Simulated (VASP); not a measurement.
```yaml
crystal:
  lattice:
    - [-1.76749, 1.76749, 1.76749]
    - [1.76749, -1.76749, 1.76749]
    - [1.76749, 1.76749, -1.76749]
  atoms:
    - { symbol: Hf, position: [0.00000, 0.00000, 0.00000] }
```

These are r2SCAN meta-GGA, VASP's PBE PAW potentials (set 64) (plane waves; VASP 6.6.1) values and carry that method's errors. Numerical set-up: 400 eV cut-off, 16×16×16 Γ-centred mesh, tetrahedra with Blöchl corrections, potentials Hf_pv.

Give the energies of bands 4 to 8 at the high-symmetry points, in eV from the Fermi level.

| band | Γ | H | N | P |
|---|---|---|---|---|
| 4 | -7.43 | -2.76 | -3.51 | -0.71 |
| 5 | 1.78 | -2.76 | -0.41 | -0.71 |
| 6 | 1.78 | 7.20 | 0.91 | -0.71 |
| 7 | 1.78 | 7.20 | 4.52 | 5.70 |
| 8 | 4.64 | 7.20 | 5.53 | 5.70 |

It has no gap at this level: it comes out as a metal or semimetal.

The structure comes from a computed database's Hf entry (Im-3m); how it stands against other phases isn't given here. The cell was not relaxed at this level.
